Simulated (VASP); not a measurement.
Data:

```xyz
1
Lattice="-2.6766 2.6766 2.6766 2.6766 -2.6766 2.6766 2.6766 2.6766 -2.6766" Properties=species:S:1:pos:R:3 pbc="T T T"
K      0.0000     0.0000     0.0000
```

The numbers are results of TPSS meta-GGA, VASP's PBE PAW potentials (set 64) (plane waves; VASP), not measurements. Run with 520 eV cut-off, 9×9×9 Γ-centred mesh, first-order Methfessel-Paxton smearing of 0.10 eV, potentials K_sv.

Q: What does the run give for the energy per atom (σ→0), band gap (on the k-mesh) with the smallest direct gap where there is one?

A: 
```yaml
band gap (on the k-mesh): none (metal, semimetal or under 0.01 eV)
energy per atom (σ→0): -7.408 eV/atom
```

The compound is K in the bcc structure. It was relaxed first. The start is the result of an earlier pass.
